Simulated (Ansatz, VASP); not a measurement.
# BaTiO3: VASP beside Ansatz

One calculation is typed for both programs; each brings its own data sets and cutoff. How far apart do they land? The cell is taken from a series of VASP runs on this material, whose earlier steps may have relaxed, scaled or displaced it; both programs get it as it stands.

Method: plane waves, with VASP 6.6.1 beside it; band structure at PBE, single point at PBE and band structure at PBE, spin-orbit coupling, in Ansatz 0.2.0.

## (1) Starting point

The structure is tetragonal, space group P4mm (No. 99). The conventional cell has a = 3.999 Å, b = 3.999 Å, c = 4.217 Å, α = 90.00°, β = 90.00°, γ = 90.00°. Ba has 12 O at 2.82 to 2.99 Å nearest. Nearest to Ti lie 5 O at 1.82 to 2.01 Å. O has 2 Ti at 1.82 to 2.40 Å and 4 Ba at 2.84 Å nearest. O has 2 Ti at 2.01 Å and 4 Ba at 2.82 to 2.99 Å nearest. Farther neighbours and most contacts between anions are not listed.

## (2) Ansatz: band structure, PBE

Ansatz runs on its default PAW (the set named soft_2) files.

Levels along a path test the potential and the projectors away from the mesh points.

input.yaml reads:

```yaml
crystal:
  lattice:
    - [3.9987178624, 0.0, 0.0]
    - [0.0, 3.9987178624, 0.0]
    - [0.0, 0.0, 4.2173231794]
  atoms:
    - { symbol: Ba, position: [0.0, 0.0, 0.0129689622] }
    - { symbol: Ti, position: [0.5, 0.5, 0.5319687985] }
    - { symbol: O, position: [0.5, 0.5, 0.9627634873] }
    - { symbol: O, position: [0.5, 0.0, 0.484649376] }
    - { symbol: O, position: [0.0, 0.5, 0.484649376] }
hamiltonian:
  xc: pbe
  pseudopotentials: { kind: paw }
kpoints:
  mp_grid: { grid: [7, 7, 6] }
  band_path:
    path:
      - [0.0, 0.0, 0.0]
      - [0.0, 0.13333, 0.0]
      - [0.0, 0.3, 0.0]
      - [0.0, 0.46667, 0.0]
      - [0.1, 0.5, 0.0]
      - [0.26667, 0.5, 0.0]
      - [0.43333, 0.5, 0.0]
      - [0.43333, 0.43333, 0.0]
      - [0.26667, 0.26667, 0.0]
      - [0.1, 0.1, 0.0]
      - [0.0, 0.0, 0.03333]
      - [0.0, 0.0, 0.2]
      - [0.0, 0.0, 0.36667]
      - [0.0, 0.0, 0.5]
      - [0.0, 0.16667, 0.5]
      - [0.0, 0.3, 0.5]
      - [0.0, 0.46667, 0.5]
      - [0.1, 0.5, 0.5]
      - [0.26667, 0.5, 0.5]
      - [0.43333, 0.5, 0.5]
      - [0.5, 0.5, 0.5]
      - [0.43333, 0.43333, 0.5]
      - [0.26667, 0.26667, 0.5]
      - [0.1, 0.1, 0.5]
      - [0.0, 0.5, 0.03333]
      - [0.0, 0.5, 0.2]
      - [0.0, 0.5, 0.36667]
      - [0.5, 0.5, 0.0]
      - [0.5, 0.5, 0.16667]
      - [0.5, 0.5, 0.33333]
      - [0.5, 0.5, 0.5]
    npoints: 1
scf:
  occupations: { method: gaussian, width: 0.05 }
  n_extra_bands: 8
output:
  forces: true
  stress: true
  eigenvalues: true
```

The run is started by

```bash
$ ansatz run input.yaml --threads 2 --pin off --max-ram 4608MiB --backend cpu --events-out ev --progress --plain --runs-dir out
```

Numbers of over 12 decimals in the logs are rounded to 6 here.

The program printed:

```text
scf.n_extra_bands = 8 over 20 filled bands (N_el = 40.0): the run solves 28 bands
Engine: ansatz 0.2.0, aarch64-unknown-linux-gnu
Pseudopotentials: kind: paw
Pseudopotential: Ba, paw, valence charge 10, recommended cutoff 420 eV (normal), Ba.paw.azcp
Pseudopotential: Ti, paw, valence charge 12, recommended cutoff 420 eV (normal), Ti.paw.azcp
Pseudopotential: O, paw, valence charge 6, recommended cutoff 420 eV (normal), O.paw.azcp
Functional definition: PBE
  parameter kappa = 0.804
  parameter beta = 0.066725
  exchange = pbe_x(kappa = kappa, mu = beta*pi^2/3)
  correlation = pbe_c(beta = beta)
Crystal: 5 atoms, lattice volume = 67.434 Å³
Basis set: ecut = 420 eV, 1319 PW (Γ), exchange–correlation on 54×54×60 points (8 copies of the dense FFT grid, shifted against one another)
Bands: 28, of which v1, the nominal top of the filled ones, is band 20 counted from 1 (19 counted from 0)
Symmetry: 8 space group operations
Space group: P4mm (ITA 99), of the structure as read, at distance tolerance 4.1e-5 Å
k-points: 40 of 294 (time reversal used)
Non-local potential: Ba, projectors of the file, l = 0: 3, l = 1: 2, l = 2: 2, l = 3: 2
Non-local potential: Ti, projectors of the file, l = 0: 3, l = 1: 2, l = 2: 3, l = 3: 1
Non-local potential: O, projectors of the file, l = 0: 2, l = 1: 2, l = 2: 1
PAW form: soft (Blöchl's): semilocal exchange-correlation on the pseudo side does not see the compensation charge
PAW one-centre angular grid: Ba, 194 points (default); XC on 64 Gauss nodes
PAW one-centre angular grid: Ti, 590 points (default); XC on 64 Gauss nodes
PAW one-centre angular grid: O, 110 points (default); XC on 64 Gauss nodes
Initial density: superposition of atomic densities (neutral atoms: chi_scale 0, normalization atom), corrected by the library's trained network
Initial wavefunctions: pseudopotential atomic-orbital guess
Functional: x = pbe(κ = 0.804, μ = 0.219515), c = pbe(β = 0.066725)
SCF iter   1: F=—  HF=-10159.615225 eV  |F-HF|=—  |Δ(HF+E_count)|=         —  Δρ=1.51e-3  dr2=1.08e-3  ethr=1.77e-3  ⟨swp⟩=7.1  Hψ=5875  notcnv=0  defer=9
preconditioner: auto → Resta (q_TF=auto, 2.501 Å⁻¹)  ε∞=4.8  [insulator: Δε(μ)=1.892 eV  Ē_g=13.141 eV  σ=0.050 eV  W_gap=1.00  n_scr=18 (ndim 8)  ℏωp=25.6 eV  f_vac=0.000  D(μ)=0.00/eV (n_scr^D=0)  ε∞_Penn≈4.8]
SCF iter   2: F=—  HF=-10159.615668 eV  |F-HF|=—  |Δ(HF+E_count)|=   4.42e-4  Δρ=7.49e-4  dr2=2.89e-4  ethr=2.70e-6  ⟨swp⟩=2.0  Hψ=2193  notcnv=0  defer=27
SCF iter   3: F=—  HF=-10159.615858 eV  |F-HF|=—  |Δ(HF+E_count)|=   1.90e-4  Δρ=2.27e-4  dr2=2.97e-5  ethr=7.23e-7  ⟨swp⟩=2.0  Hψ=1357  notcnv=0  defer=27
SCF iter   4: F=—  HF=-10159.615530 eV  |F-HF|=—  |Δ(HF+E_count)|=   3.28e-4  Δρ=7.41e-5  dr2=4.86e-6  ethr=7.42e-8  ⟨swp⟩=2.1  Hψ=1793  notcnv=0  defer=27
SCF iter   5: F=—  HF=-10159.615529 eV  |F-HF|=—  |Δ(HF+E_count)|=   4.09e-7  Δρ=1.85e-5  dr2=1.86e-7  ethr=1.21e-8  ⟨swp⟩=2.8  Hψ=1770  notcnv=0  defer=27
SCF iter   6: F=-10159.615529 eV  HF=-10159.615529 eV  |F-HF|=4.24e-10  |Δ(HF+E_count)|=   1.06e-7  Δρ=4.18e-6  dr2=1.76e-8  ethr=2.50e-10  ⟨swp⟩=9.6  Hψ=5509  notcnv=0
SCF 1 converged in 6 iterations: F = -10159.615529 eV  dr2 = 1.76e-8
  greatest PAW one-centre occupation: 0.999 electrons in one spin orbital (limit 2), on the Ti atom at site 1 (counted from 0), in its partial waves of l = 0
NSCF: frozen V_eff on 31 k-points
SCF converged after 6 iterations
Free energy (F): -10159.615529 eV
Harris-Foulkes:  -10159.615529 eV  (|F-HF|=4.24e-10)
Internal energy: -10159.615529 eV  (E = F + TS)
E sigma→0 (E₀):  -10159.615529 eV
Fermi energy:    10.700352 eV
--- Per-component energies (eV) ---
  E_band       = -167.399225
  E_kinetic    = 967.512108
  E_local      = -2191.575446  (includes V_loc(G=0)·N_el)
  E_nonlocal   = 203.677040
  E_hartree    = 853.440005
  E_xc         = -490.580082
  E_vxc        = -544.889373  (∫ρ·V_xc dr)
  E_paw        = -6744.482341  (= ΣΔE_a)
  E_vpaw       = -309.014092  (= ΣTr[D̂ρ^β])
  E_aug_tail   = 0.007376  (compensation charges beyond the density's cutoff)
  E_ewald      = -2757.614189
  E_smearing   = -0.000000  (= −TS)
  E_closure    = -0.000000  (closes the sum)
  Σ components = -10159.615529   (vs F -10159.615529, Δ=0.00e0)
--- Forces (eV/Å), atoms counted from 1 ---
  atom   1  Ba    -0.00000000     0.00000000     0.04534606
  atom   2  Ti     0.00000000     0.00000000     0.08820681
  atom   3  O      0.00000000     0.00000000    -0.08937733
  atom   4  O     -0.00000000     0.00000000    -0.02208662
  atom   5  O      0.00000000     0.00000000    -0.02208662
  max |Σ_I F_I| component: 2.30e-6 eV/Å
--- Stress (GPa, compression-positive) ---
       -1.540938       0.000000      -0.000000
        0.000000      -1.540938       0.000000
       -0.000000       0.000000      -1.481306
  P = ⅓ Tr σ = -1.5211 GPa (-15.211 kbar)
--- Band table (eV; the first three rows and the last of 40) ---
  k-point 0: bands = [... 16 lower, 8.5113, 8.9278, 9.2899, 9.2899, 11.6568, 12.2743, 12.2743, 13.8252, ... 4 higher]
  k-point 1: bands = [... 16 lower, 8.3439, 8.5914, 9.2518, 9.2518, 11.6798, 12.5263, 12.5263, 13.8249, ... 4 higher]
  k-point 2: bands = [... 16 lower, 8.0487, 8.0509, 9.1691, 9.1691, 11.7269, 13.0119, 13.0119, 13.8255, ... 4 higher]
  k-point 39: bands = [... 16 lower, 7.2486, 9.3049, 9.3500, 9.7336, 13.7159, 13.7191, 13.8070, 15.8629, ... 4 higher]
```

It took 11 s on 2 threads of Arm Neoverse N1, shared host; peak memory 0.34 GiB.

The column dr2 measures how far the density is from self-consistency, as an energy; F and HF (Harris–Foulkes) agree once it is small.

## (3) VASP: band structure, PBE

The same cell, functional, mesh and smearing now go to VASP, with its own data sets and cutoff.

Lines of VASP's logs that name or quote its potential files are left out, and so is its time.

INCAR reads:

```
SYSTEM = BaTiO3
PREC = Accurate
ENCUT = 520
EDIFF = 1E-06
NELM = 100
ISMEAR = 0
SIGMA = 0.05
LREAL = .FALSE.
ALGO = Normal
GGA = PE
NBANDS = 35
LASPH = .TRUE.
LORBIT = 11
LWAVE = .FALSE.
LCHARG = .FALSE.
KPAR = 4
```

POSCAR reads:

```
BaTiO3
1.0
    3.9987178624      0.0000000000      0.0000000000
    0.0000000000      3.9987178624      0.0000000000
    0.0000000000      0.0000000000      4.2173231794
Ba Ti O
1 1 3
Direct
    0.0000000000      0.0000000000      0.0129689622
    0.5000000000      0.5000000000      0.5319687985
    0.5000000000      0.5000000000      0.9627634873
    0.5000000000      0.0000000000      0.4846493760
    0.0000000000      0.5000000000      0.4846493760
```

KPOINTS reads:

```
Automatic mesh
0
Gamma
7 7 6
0 0 0
```

KPOINTS_OPT reads:

```
Line mode
16
Line-mode
Reciprocal
  0.00000000   0.00000000   0.00000000 GAMMA
  0.00000000   0.50000000   0.00000000 X

  0.00000000   0.50000000   0.00000000 X
  0.50000000   0.50000000   0.00000000 M

  0.50000000   0.50000000   0.00000000 M
  0.00000000   0.00000000   0.00000000 GAMMA

  0.00000000   0.00000000   0.00000000 GAMMA
  0.00000000   0.00000000   0.50000000 Z

  0.00000000   0.00000000   0.50000000 Z
  0.00000000   0.50000000   0.50000000 R

  0.00000000   0.50000000   0.50000000 R
  0.50000000   0.50000000   0.50000000 A

  0.50000000   0.50000000   0.50000000 A
  0.00000000   0.00000000   0.50000000 Z

  0.00000000   0.50000000   0.00000000 X
  0.00000000   0.50000000   0.50000000 R

  0.50000000   0.50000000   0.00000000 M
  0.50000000   0.50000000   0.50000000 A
```

PAW data sets: Ba_sv, Ti_sv and O (PBE family, release 64).

The run is started by

```bash
$ mpirun -np 4 vasp_std
```

The program printed:

```text
[banner, memory and clock lines left out]
running    4 mpi-ranks, on    1 nodes
 distrk:  each k-point on    1 cores,    4 groups
 distr:  one band on    1 cores,    1 groups

 POSCAR found type information on POSCAR BaTiO
 POSCAR found :  3 types and       5 ions
 LDA part: xc-table for (Slater+PW92), standard interpolation
 POSCAR, INCAR and KPOINTS ok, starting setup
 FFT: planning ... GRIDC
 FFT: planning ... GRID_SOFT
 FFT: planning ... GRID
 WAVECAR not read
 entering main loop
       N       E                     dE             d eps       ncg     rms          rms(c)
DAV:   1     0.401007803195E+03    0.40101E+03   -0.19785E+04  2800   0.123E+03
DAV:   2    -0.797871000334E+01   -0.40899E+03   -0.37964E+03  3120   0.348E+02
DAV:   3    -0.486571368952E+02   -0.40678E+02   -0.40011E+02  3888   0.111E+02
DAV:   4    -0.507101671993E+02   -0.20530E+01   -0.20433E+01  4084   0.199E+01
DAV:   5    -0.507572039211E+02   -0.47037E-01   -0.47012E-01  3650   0.263E+00    0.231E+01
DAV:   6    -0.407397749877E+02    0.10017E+02   -0.31099E+01  3601   0.536E+01    0.106E+01
DAV:   7    -0.402529453731E+02    0.48683E+00   -0.76877E+00  3261   0.208E+01    0.721E+00
DAV:   8    -0.400534751886E+02    0.19947E+00   -0.49356E-01  3542   0.574E+00    0.389E+00
DAV:   9    -0.401342965316E+02   -0.80821E-01   -0.56747E-01  4066   0.601E+00    0.265E+00
DAV:  10    -0.400638793515E+02    0.70417E-01   -0.13075E-01  3393   0.295E+00    0.125E+00
DAV:  11    -0.400472360953E+02    0.16643E-01   -0.91987E-02  3764   0.262E+00    0.423E-01
DAV:  12    -0.400448930651E+02    0.23430E-02   -0.60848E-03  3196   0.672E-01    0.175E-01
DAV:  13    -0.400449094633E+02   -0.16398E-04   -0.46258E-04  3636   0.128E-01    0.137E-01
DAV:  14    -0.400446245041E+02    0.28496E-03   -0.53394E-04  3895   0.179E-01    0.516E-02
DAV:  15    -0.400446052932E+02    0.19211E-04   -0.50041E-05  3606   0.489E-02    0.221E-02
DAV:  16    -0.400446002842E+02    0.50090E-05   -0.29493E-05  3504   0.483E-02    0.824E-03
DAV:  17    -0.400445995634E+02    0.72080E-06   -0.27327E-06  3210   0.135E-02
   1 F= -.40044600E+02 E0= -.40044600E+02  d E =-.456980E-32
 Start KPOINTS_OPT (optional k-point list driver)
k-point batch [1-40\144]
       N       E                     dE             ncg
DAV:   1     0.484426731780E+03   -0.35279E+05     2800
DAV:   2    -0.149741084340E+05   -0.15459E+05     3035
DAV:   3    -0.165381034959E+05   -0.15640E+04     3950
DAV:   4    -0.166179976972E+05   -0.79894E+02     4054
DAV:   5    -0.166197101010E+05   -0.17124E+01     3520
DAV:   6    -0.166197406717E+05   -0.30571E-01     3563
DAV:   7    -0.166197416041E+05   -0.93236E-03     3549
DAV:   8    -0.166197416415E+05   -0.37483E-04     2804
DAV:   9    -0.166197416434E+05   -0.18863E-05     2632
DAV:  10    -0.166197416435E+05   -0.10669E-06     2152
[...]
k-point batch [121-144\144]
       N       E                     dE             ncg
DAV:   1     0.167664482567E+05   -0.32538E+05     1680
DAV:   2     0.732251603235E+04   -0.94439E+04     1790
DAV:   3     0.630422459071E+04   -0.10183E+04     2536
DAV:   4     0.625754769879E+04   -0.46677E+02     2257
DAV:   5     0.625639069229E+04   -0.11570E+01     2253
DAV:   6     0.625637089159E+04   -0.19801E-01     2168
DAV:   7     0.625637032986E+04   -0.56174E-03     2303
DAV:   8     0.625637032011E+04   -0.97492E-05     1600
DAV:   9     0.625637031971E+04   -0.39709E-06     1548
```

From OUTCAR (step 3):

```text
ion  position               nearest neighbor table
   1  0.000  0.000  0.013-   4 2.82   5 2.82   5 2.82   4 2.82   3 2.84   3 2.84   3 2.84   3 2.84
                             4 2.99   5 2.99   4 2.99   5 2.99   2 3.48   2 3.48   2 3.48   2 3.48
   2  0.500  0.500  0.532-   3 1.82   4 2.01   5 2.01   4 2.01   5 2.01   3 2.40   1 3.48   1 3.48
                             1 3.48   1 3.48   1 3.58   1 3.58   1 3.58   1 3.58
   3  0.500  0.500  0.963-   2 1.82   2 2.40   1 2.84   1 2.84   1 2.84   1 2.84
   4  0.500  0.000  0.485-   2 2.01   2 2.01   1 2.82   1 2.82   1 2.99   1 2.99
   5  0.000  0.500  0.485-   2 2.01   2 2.01   1 2.82   1 2.82   1 2.99   1 2.99

  LATTYP: Found a simple tetragonal cell.
 ALAT       =     3.9987178624
 C/A-ratio  =     1.0546688525

 Subroutine GETGRP returns: Found  8 space group operations
 (whereof  8 operations were pure point group operations)

The static configuration has the point symmetry C_4v.

 Found     40 irreducible k-points:

   k-points           NKPTS =     40   k-points in BZ     NKDIM =     40   number of bands    NBANDS=     35

   dimension x,y,z NGX =    30 NGY =   30 NGZ =   32
   dimension x,y,z NGXF=    60 NGYF=   60 NGZF=   64

   ENCUT  =  520.0 eV  38.22 Ry    6.18 a.u.   7.43  7.43  7.84*2*pi/ulx,y,z

   NELECT =      40.0000    total number of electrons

 k-points in reciprocal lattice and weights: Automatic mesh
   0.00000000  0.00000000  0.00000000       0.003
   0.14285714  0.00000000  0.00000000       0.014
   0.28571429  0.00000000  0.00000000       0.014
   0.42857143  0.00000000  0.00000000       0.014
   0.14285714  0.14285714  0.00000000       0.014
   0.28571429  0.14285714  0.00000000       0.027
   0.42857143  0.14285714  0.00000000       0.027
   0.28571429  0.28571429  0.00000000       0.014
   0.42857143  0.28571429  0.00000000       0.027
[...]
0.42857143  0.28571429  0.50000000       0.027
   0.42857143  0.42857143  0.50000000       0.014

 average (electrostatic) potential at core
       1 -33.4893       2 -77.1747       3 -70.2948       4 -69.9489       5 -69.9489

 E-fermi :   3.9799

 k-point     1 :       0.0000    0.0000    0.0000
  band No.  band energies     occupation
    ...
     16       1.9442      2.00000
     17       2.3644      2.00000
     18       2.7305      2.00000
     19       3.1069      2.00000
     20       3.1069      2.00000
     21       5.4394      0.00000
     22       6.0688      0.00000
     23       6.0688      0.00000
     24       7.6058      0.00000
     25       7.8138      0.00000
    ...

 k-point     2 :       0.1429    0.0000    0.0000
  band No.  band energies     occupation
    ...
     16       1.8229      2.00000
     17       2.2959      2.00000
     18       2.5581      2.00000
     19       2.8639      2.00000
     20       2.9534      2.00000
     21       5.7993      0.00000
     22       6.0790      0.00000
     23       6.0925      0.00000
     24       7.7583      0.00000
     25       8.1495      0.00000
    ...

 k-point     3 :       0.2857    0.0000    0.0000
  band No.  band energies     occupation
    ...
     16       1.6765      2.00000
     17       2.0122      2.00000
     18       2.2054      2.00000
     19       2.4515      2.00000
     20       2.5930      2.00000
     21       6.0909      0.00000
     22       6.5172      0.00000
     23       6.5286      0.00000
     24       7.7498      0.00000
     25       8.7741      0.00000
    ...

  Total       -0.0164878     -0.0164878      0.0276422      0.0000000     -0.0000000      0.0000000
  in kB       -0.3917383     -0.3917383      0.6567571      0.0000000     -0.0000000      0.0000000
  external PRESSURE =      -0.0422398 kB  Pullay stress =       0.0000000 kB

  energy-cutoff  :      520.00
  volume of cell :       67.43
      direct lattice vectors                 reciprocal lattice vectors
     3.998717862  0.000000000  0.000000000     0.250080159  0.000000000  0.000000000
     0.000000000  3.998717862  0.000000000     0.000000000  0.250080159  0.000000000
     0.000000000  0.000000000  4.217323179     0.000000000  0.000000000  0.237117232

 POSITION                                       TOTAL-FORCE (eV/Angst)
 -----------------------------------------------------------------------------------
      0.00000      0.00000      0.05469         0.000000      0.000000      0.005013
      1.99936      1.99936      2.24348        -0.000000      0.000000      0.004554
      1.99936      1.99936      4.06028        -0.000000     -0.000000     -0.007984
      1.99936      0.00000      2.04392        -0.000000      0.000000     -0.000792
      0.00000      1.99936      2.04392        -0.000000      0.000000     -0.000792
 -----------------------------------------------------------------------------------
    total drift:                                0.000000      0.000000      0.000175

  FREE ENERGIE OF THE ION-ELECTRON SYSTEM (eV)
  ---------------------------------------------------
  free  energy   TOTEN  =       -40.0445995634 eV

  energy  without entropy=      -40.0445995634  energy(sigma->0) =      -40.04459956

 total charge
# of ion       s       p       d       tot
------------------------------------------
    1        2.005   5.645   0.300   7.950
    2        2.216   6.256   1.763  10.234
    3        1.570   3.452   0.000   5.022
    4        1.562   3.456   0.000   5.018
    5        1.562   3.456   0.000   5.018
--------------------------------------------------
tot          8.915  22.263   2.063  33.242

[... 3 further parts left out ...]
```

This run has no spin polarisation, so a moment on Ti, if there is one, isn't seen. Harder data sets than Ba_sv exist (the GW ones), and pressures, volumes and forces can shift noticeably with them.

## (4) Differences

Known differences besides the potentials themselves: the cutoff is 420 eV in Ansatz and 520 eV in VASP. Total energies have different zeros and are not compared.

Both answers:

```
                                        quantity  Ansatz   VASP  difference
                                  pressure (GPa)   -1.52   0.00       -1.52
pressure without Ansatz's Pulay correction (GPa)   -2.04   0.00       -2.04
                   gap over the path points (eV)   1.818  1.764      +0.054
```

Levels at points of the path, from each program's valence-band top (eV; 4 filled, then empty):

```
k (reciprocal lattice)                                  Ansatz                                    VASP
     0.000 0.000 0.000  -1.33 -0.91 -0.55 -0.55 1.82 2.44 2.44  -1.31 -0.94 -0.57 -0.57 1.76 2.39 2.39
     0.000 0.133 0.000  -1.38 -1.07 -0.76 -0.67 2.13 2.44 2.45  -1.37 -1.10 -0.79 -0.70 2.08 2.39 2.41
     0.000 0.300 0.000  -1.67 -1.47 -1.23 -1.08 2.46 2.94 2.96  -1.70 -1.50 -1.26 -1.11 2.42 2.90 2.91
     0.000 0.467 0.000  -1.91 -1.68 -1.54 -1.31 2.50 3.40 3.50  -1.96 -1.70 -1.57 -1.34 2.46 3.36 3.45
     0.100 0.500 0.000  -1.84 -1.72 -1.27 -1.17 2.48 3.43 3.52  -1.87 -1.75 -1.30 -1.21 2.44 3.39 3.48
     0.267 0.500 0.000  -1.96 -1.50 -1.24 -0.44 2.82 3.53 3.61  -1.99 -1.54 -1.28 -0.46 2.79 3.49 3.56
     0.433 0.500 0.000  -2.01 -1.18 -1.17 -0.06 3.45 3.56 3.86  -2.04 -1.22 -1.20 -0.09 3.41 3.51 3.81
     0.433 0.433 0.000  -2.00 -1.24 -1.16 -0.09 3.40 3.51 3.83  -2.03 -1.28 -1.19 -0.12 3.36 3.46 3.77
     0.267 0.267 0.000  -2.25 -1.23 -1.17 -0.52 2.67 2.99 3.17  -2.29 -1.25 -1.21 -0.54 2.63 2.95 3.12
     0.100 0.100 0.000  -1.32 -1.23 -0.75 -0.57 2.14 2.41 2.45  -1.31 -1.26 -0.79 -0.59 2.09 2.37 2.41
```

At this near-relaxed geometry the largest component of a force difference is 84 meV/Å. Among the levels compared at these points, filled levels agree within 57 meV and empty ones within 56 meV. Ansatz's pressure holds a Pulay correction of 0.52 GPa; VASP's holds none.

## (5) Other set-ups

Further runs change the set-up of one program: Ansatz's method, potentials or start, or VASP's data sets, cutoff or form of LDA. The table gives Ansatz less VASP for each quantity, since a change that brings one quantity closer may part another.

```
                                        run  r.m.s. force difference (meV/Å)  pressure (GPa)  gap over the path points (eV)
                                   as above                               33            -1.5                          0.054
    Ansatz's larger PAW set (cutoff 910 eV)                               33            -1.5                          0.048
norm-conserving potentials (cutoff 1240 eV)                               29            -1.6                          0.053
```

(Continued in part 2 of 2.)

[Lines on the potential files, build, host, timing and source positions are cut from VASP's logs without a mark.]

[Logs are printed without paths, hosts, clocks, repeated set-up lines and the standing remarks that a program may print on its own settings, such as how far it seeks lower states.]

[Hosts, paths, dates, database ids (printed as entryN), source tags and the programs' standing remarks are cut or masked in the printed files.]
